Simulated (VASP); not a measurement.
Method: PW91 GGA, VASP's PBE PAW potentials (set 64) (plane waves; VASP).

VASP input:

**KPOINTS**
```
Automatic mesh
0
Gamma
17 17 17
0 0 0
```

INCAR:
```
! general
SYSTEM =In
PREC   =Accurate
ENCUT  =520
LREAL  =.FALSE.
LASPH  =.TRUE.

! electronic loop
EDIFF  =1E-7
NELM   =100
ALGO   =Normal
LMAXMIX=4

! smearing
ISMEAR =-5

! functional
GGA    =91

! ions
ISIF   =2

! output
LWAVE  =.FALSE.
LCHARG =.TRUE.
LORBIT =11
NEDOS  =601
```

**POSCAR**
```
In
1
   -1.6421511044     1.6421511044     2.5434111072
    1.6421511044    -1.6421511044     2.5434111072
    1.6421511044     1.6421511044    -2.5434111072
In
1
Direct
  0.0000000000   0.0000000000   0.0000000000
```

POTCAR, in this order: In_d (PBE.64 set). Program: vasp_std.

Output of the run:

File OSZICAR:
```
       N       E                     dE             d eps       ncg     rms          rms(c)
DAV:   1     0.705987842371E+02    0.70599E+02   -0.64954E+03  8116   0.161E+03
DAV:   2     0.144486903771E+00   -0.70454E+02   -0.69637E+02  8220   0.286E+02
DAV:   3    -0.255577579029E+01   -0.27003E+01   -0.26908E+01  9350   0.644E+01
DAV:   4    -0.261726635564E+01   -0.61491E-01   -0.61477E-01 10290   0.101E+01
DAV:   5    -0.261988120688E+01   -0.26149E-02   -0.26155E-02  9994   0.170E+00    0.226E+00
DAV:   6    -0.259159178403E+01    0.28289E-01   -0.57708E-02  9294   0.526E+00    0.106E+00
DAV:   7    -0.258671232302E+01    0.48795E-02   -0.15979E-02  9476   0.256E+00    0.252E-01
DAV:   8    -0.258636586210E+01    0.34646E-03   -0.74830E-04  9708   0.547E-01    0.276E-02
DAV:   9    -0.258637018695E+01   -0.43249E-05   -0.15622E-05 11798   0.608E-02    0.177E-02
DAV:  10    -0.258637132359E+01   -0.11366E-05   -0.13131E-06  8722   0.133E-02    0.930E-04
DAV:  11    -0.258637138961E+01   -0.66027E-07   -0.29926E-08  5622   0.268E-03
   1 F= -.25863714E+01 E0= -.25863714E+01  d E =0.000000E+00
```

**OUTCAR**
```
------------------------ aborting loop because EDIFF is reached ----------------------------------------
  FORCE on cell =-STRESS in cart. coord.  units (eV):
  Direction    XX          YY          ZZ          XY          YZ          ZX
  --------------------------------------------------------------------------------------
  Total        0.0320640      0.0320640     -0.0205321      0.0000000      0.0000000      0.0000000
  in kB        1.8725150      1.8725150     -1.1990622      0.0000000      0.0000000      0.0000000
  external PRESSURE =       0.8486559 kB  Pullay stress =       0.0000000 kB
  volume of cell :       27.43
      direct lattice vectors                 reciprocal lattice vectors
    -1.642151104  1.642151104  2.543411107     0.000000000  0.304478680  0.196586387
     1.642151104 -1.642151104  2.543411107     0.304478680  0.000000000  0.196586387
     1.642151104  1.642151104 -2.543411107     0.304478680  0.304478680  0.000000000
 POSITION                                       TOTAL-FORCE (eV/Angst)
 -----------------------------------------------------------------------------------
      0.00000      0.00000      0.00000         0.000000      0.000000     -0.000000
 -----------------------------------------------------------------------------------
    total drift:                               -0.000000      0.000000      0.000000
  FREE ENERGIE OF THE ION-ELECTRON SYSTEM (eV)
  ---------------------------------------------------
  free  energy   TOTEN  =        -2.5863713896 eV

  energy  without entropy=       -2.5863713896  energy(sigma->0) =       -2.58637139

 total charge

# of ion       s       p       d       tot
------------------------------------------
    1        1.011   0.469   9.847  11.328
```
(Selected blocks of OUTCAR.)

For a metal the tetrahedron method with Blöchl corrections gives inexact stress and forces.

The compound is In in the bct structure. It was relaxed first.
